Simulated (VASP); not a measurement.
Runs of VASP 6.6.1 on F2InCl. The cell holds a molecule in a box, 4 atoms: a = 12.000 Å, b = 12.000 Å, c = 13.000 Å, α = 90.00°, β = 90.00°, γ = 90.00°. 

```csv
task,level,cell,grid for exact exchange (PRECFOCK),exchange at q = 0,gap on the mesh (eV),largest force (eV/Å)
single point,PBE0+D3(BJ),as given,Fast,default,6.71,0.22
relaxation of the atoms,PBE+D4,atoms relaxed,-,-,(a),-
atomic charges,PBE+TS,as given,-,-,4.32,0.75
relaxation of the atoms,PBE,"atoms relaxed from: atoms moved at random, drawn with an rms of 0.02 Å",-,-,4.13,0.01
single point,PBE,as given,-,-,4.32,0.75
single point,PBE,"atoms moved at random, drawn with an rms of 0.05 Å",-,-,4.20,1.59
electron localisation function,PBE,as given,-,-,4.32,0.75
```

Alike in all rows: potentials or basis VASP PAW PBE potentials, release 64 (F, In_d, Cl); no spin polarisation; k mesh 1 × 1 × 1; cutoff (eV) 520; smearing gaussian 0.01 eV.

Problem. Fill in the values left out.

Solution. (a) 4.14.

Caveats: spin-orbit coupling is left out, which moves the levels of the heavy elements; the PAW data sets were made with another functional, which shifts forces and pressure a little (some runs).

A k mesh can miss the band edges, and the runs leave out spin-orbit coupling on In.
